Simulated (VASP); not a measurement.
OSZICAR of a VASP run on Cd (relaxed from the simple-cubic structure, space group Pm-3m):

### OSZICAR
```
       N       E                     dE             d eps       ncg     rms          rms(c)
DAV:   1     0.548555888954E+02    0.54856E+02   -0.57264E+03  2316   0.979E+02
DAV:   2    -0.216676017807E+02   -0.76523E+02   -0.73266E+02  2372   0.291E+02
DAV:   3    -0.236192040939E+02   -0.19516E+01   -0.19485E+01  2644   0.536E+01
DAV:   4    -0.236230458138E+02   -0.38417E-02   -0.38415E-02  2488   0.224E+00
DAV:   5    -0.236230646861E+02   -0.18872E-04   -0.18872E-04  2544   0.146E-01    0.302E+00
DAV:   6    -0.199022159713E+02    0.37208E+01   -0.26317E+00  2448   0.265E+01    0.471E+00
DAV:   7    -0.199611343559E+02   -0.58918E-01   -0.10408E-01  2376   0.518E+00    0.254E+00
DAV:   8    -0.199021290772E+02    0.59005E-01   -0.69436E-02  2284   0.347E+00    0.780E-01
DAV:   9    -0.199656551603E+02   -0.63526E-01   -0.46809E-02  2284   0.212E+00    0.196E-01
DAV:  10    -0.199440302350E+02    0.21625E-01   -0.30178E-02  2252   0.138E+00    0.288E-01
DAV:  11    -0.199521675006E+02   -0.81373E-02   -0.44318E-03  2368   0.750E-01    0.410E-01
DAV:  12    -0.199468401096E+02    0.53274E-02   -0.45863E-03  2256   0.842E-01    0.256E-01
DAV:  13    -0.199649185063E+02   -0.18078E-01   -0.21406E-02  2240   0.116E+00    0.608E-02
DAV:  14    -0.199652451784E+02   -0.32667E-03   -0.36655E-04  2500   0.153E-01    0.386E-02
DAV:  15    -0.199654445013E+02   -0.19932E-03   -0.21629E-04  2264   0.122E-01    0.195E-02
DAV:  16    -0.199653481415E+02    0.96360E-04   -0.72899E-05  2288   0.835E-02    0.222E-02
DAV:  17    -0.199654206506E+02   -0.72509E-04   -0.24205E-05  2284   0.409E-02    0.168E-02
DAV:  18    -0.199654465581E+02   -0.25907E-04   -0.20408E-05  2272   0.473E-02    0.469E-03
DAV:  19    -0.199654481531E+02   -0.15950E-05   -0.20186E-06  1900   0.147E-02    0.153E-03
DAV:  20    -0.199654481336E+02    0.19474E-07   -0.56316E-08  1364   0.271E-03
   1 F= -.19965448E+02 E0= -.19964963E+02  d E =-.970985E-03  mag=    -0.0000    -0.0000    -0.0000
       N       E                     dE             ncg
```

Which electronic solver shows in the log?

It is blocked Davidson (ALGO = Normal, or the opening steps of other solvers). The INCAR had ALGO = Normal.

How was spin treated?

With non-collinear spinors: mag has three components.

Can the final energy be trusted as converged?

The run converged. It stopped with EDIFF = 1E-6, NELM = 100 (r2SCAN meta-GGA with spin-orbit coupling, plane waves, VASP's PBE PAW potentials (set 64)).

The structure was generated: Cd was put into the simple-cubic type (Pm-3m), which need not be its known phase. It was relaxed first.
